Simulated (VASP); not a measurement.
Level of theory: PBEsol GGA, VASP's PBE PAW potentials (set 64) (plane waves; VASP 6.6.1).

The input files of a VASP run:

POSCAR:
```
ScAl2
1
    0.0000000000     3.7776550000     3.7776550000
    3.7776550000     0.0000000000     3.7776550000
    3.7776550000     3.7776550000     0.0000000000
Sc Al
2 4
Direct
  0.5000000000   0.5000000000   0.5000000000
  0.7500000000   0.7500000000   0.7500000000
  0.1250000000   0.1250000000   0.1250000000
  0.6250000000   0.1250000000   0.1250000000
  0.1250000000   0.1250000000   0.6250000000
  0.1250000000   0.6250000000   0.1250000000
```

**KPOINTS**
```
Automatic
0
Gamma
  6 6 6
```

INCAR:
```
# general
SYSTEM  = ScAl2
PREC    = Accurate
ENCUT   = 300
LREAL   = F
LASPH   = T

# electronic loop
EDIFF   = 1E-6
NELM    = 100
ALGO    = Normal
LMAXMIX = 4

# smearing
ISMEAR  = 0
SIGMA   = 0.1

# functional
GGA     = PS

# ions
ISIF    = 2

# output
LWAVE   = F
LCHARG  = F
```

POTCAR, in this order: Sc_sv Al (PBE.64 set). Program: vasp_std.

Output

### OUTCAR
```
 ion  position               nearest neighbor table
   1  0.500  0.500  0.500-   3 3.13   5 3.13   6 3.13   3 3.13   4 3.13   5 3.13   4 3.13   6 3.13
                             3 3.13   4 3.13   5 3.13   6 3.13   2 3.27   2 3.27   2 3.27   2 3.27
   2  0.750  0.750  0.750-   4 3.13   6 3.13   3 3.13   4 3.13   5 3.13   3 3.13   5 3.13   6 3.13
                             4 3.13   5 3.13   6 3.13   3 3.13   1 3.27   1 3.27   1 3.27   1 3.27
   3  0.125  0.125  0.125-   4 2.67   5 2.67   6 2.67   5 2.67   6 2.67   4 2.67   1 3.13   2 3.13
                             1 3.13   2 3.13   1 3.13   2 3.13
   4  0.625  0.125  0.125-   3 2.67   5 2.67   6 2.67   3 2.67   5 2.67   6 2.67   2 3.13   1 3.13
                             2 3.13   1 3.13   1 3.13   2 3.13
   5  0.125  0.125  0.625-   3 2.67   3 2.67   4 2.67   6 2.67   6 2.67   4 2.67   1 3.13   2 3.13
                             1 3.13   2 3.13   1 3.13   2 3.13
   6  0.125  0.625  0.125-   3 2.67   5 2.67   3 2.67   4 2.67   5 2.67   4 2.67   1 3.13   2 3.13
                             1 3.13   2 3.13   1 3.13   2 3.13
  LATTYP: Found a face centered cubic cell.
 ALAT       =     7.5553100000
 Subroutine PRICEL returns:
 Original cell was already a primitive cell.
 Subroutine GETGRP returns: Found 48 space group operations
The static configuration has the point symmetry T_d .
 The point group associated with its full space group is O_h .
The dynamic configuration has the point symmetry T_d .
 Subroutine INISYM returns: Found 48 space group operations
 Subroutine IBZKPT returns following result:
 Found     16 irreducible k-points:

 Following reciprocal coordinates:
            Coordinates               Weight
  0.000000  0.000000  0.000000      1.000000
  0.166667  0.000000  0.000000      8.000000
  0.333333  0.000000  0.000000      8.000000
  0.500000  0.000000  0.000000      4.000000
  0.166667  0.166667  0.000000      6.000000
  0.333333  0.166667  0.000000     24.000000
  0.500000  0.166667  0.000000     24.000000
 -0.333333  0.166667  0.000000     24.000000
 -0.166667  0.166667  0.000000     12.000000
  0.333333  0.333333  0.000000      6.000000
  0.500000  0.333333  0.000000     24.000000
 -0.333333  0.333333  0.000000     12.000000
  0.500000  0.500000  0.000000      3.000000
...
```

File OSZICAR:
```
       N       E                     dE             d eps       ncg     rms          rms(c)
DAV:   1     0.289610790914E+03    0.28961E+03   -0.11878E+04   736   0.985E+02
DAV:   2    -0.164364318095E+02   -0.30605E+03   -0.30231E+03   900   0.530E+02
DAV:   3    -0.354099022620E+02   -0.18973E+02   -0.17947E+02  1128   0.113E+02
DAV:   4    -0.360478000299E+02   -0.63790E+00   -0.62962E+00  1088   0.185E+01
DAV:   5    -0.360590125534E+02   -0.11213E-01   -0.11187E-01  1046   0.245E+00    0.104E+01
DAV:   6    -0.326633135394E+02    0.33957E+01   -0.19960E+01  1064   0.348E+01    0.330E+00
DAV:   7    -0.325743018539E+02    0.89012E-01   -0.57243E-01  1110   0.660E+00    0.198E+00
DAV:   8    -0.325162944847E+02    0.58007E-01   -0.11602E-01   979   0.283E+00    0.427E-01
DAV:   9    -0.325151462142E+02    0.11483E-02   -0.13558E-02   998   0.129E+00    0.175E-01
DAV:  10    -0.325148332471E+02    0.31297E-03   -0.66834E-04  1000   0.244E-01    0.704E-02
DAV:  11    -0.325148052916E+02    0.27956E-04   -0.22725E-04  1006   0.137E-01    0.325E-02
DAV:  12    -0.325148043335E+02    0.95809E-06   -0.41508E-05   878   0.329E-02    0.167E-02
DAV:  13    -0.325147998922E+02    0.44413E-05   -0.33646E-05   979   0.543E-02    0.278E-03
DAV:  14    -0.325147998398E+02    0.52440E-07   -0.45921E-07   575   0.727E-03
   1 F= -.32514800E+02 E0= -.32506644E+02  d E =-.163120E-01
```

File OUTCAR:
```
------------------------ aborting loop because EDIFF is reached ----------------------------------------
  FORCE on cell =-STRESS in cart. coord.  units (eV):
  Direction    XX          YY          ZZ          XY          YZ          ZX
  --------------------------------------------------------------------------------------
  Total       -0.7688854     -0.7688854     -0.7688854      0.0000000      0.0000000     -0.0000000
  in kB      -11.4255030    -11.4255030    -11.4255030      0.0000000      0.0000000     -0.0000000
  external PRESSURE =     -11.4255030 kB  Pullay stress =       0.0000000 kB
  volume of cell :      107.82
      direct lattice vectors                 reciprocal lattice vectors
     0.000000000  3.777655000  3.777655000    -0.132357243  0.132357243  0.132357243
     3.777655000  0.000000000  3.777655000     0.132357243 -0.132357243  0.132357243
     3.777655000  3.777655000  0.000000000     0.132357243  0.132357243 -0.132357243
 POSITION                                       TOTAL-FORCE (eV/Angst)
 -----------------------------------------------------------------------------------
      3.77766      3.77766      3.77766         0.000000      0.000000      0.000000
      5.66648      5.66648      5.66648        -0.000000     -0.000000     -0.000000
      0.94441      0.94441      0.94441        -0.000000     -0.000000     -0.000000
      0.94441      2.83324      2.83324        -0.000000     -0.000000     -0.000000
      2.83324      2.83324      0.94441        -0.000000     -0.000000     -0.000000
      2.83324      0.94441      2.83324        -0.000000     -0.000000     -0.000000
 -----------------------------------------------------------------------------------
    total drift:                                0.000000     -0.000000      0.000000
  FREE ENERGIE OF THE ION-ELECTRON SYSTEM (eV)
  ---------------------------------------------------
  free  energy   TOTEN  =       -32.5147998398 eV

  energy  without entropy=      -32.4984878732  energy(sigma->0) =      -32.50664386
```
(Selected blocks of OUTCAR.)

At this cut-off the stress carries a Pulay error, which pulls relaxed volumes low.

The structure comes from a computed database's ScAl2 entry (Fd-3m); how it stands against other phases isn't given here. The cell was not relaxed at this level. The run is one of a series of settings (GGA = PS, POTCAR Sc_sv Al (PBE.64 set) against the base run), some of them coarse on purpose.
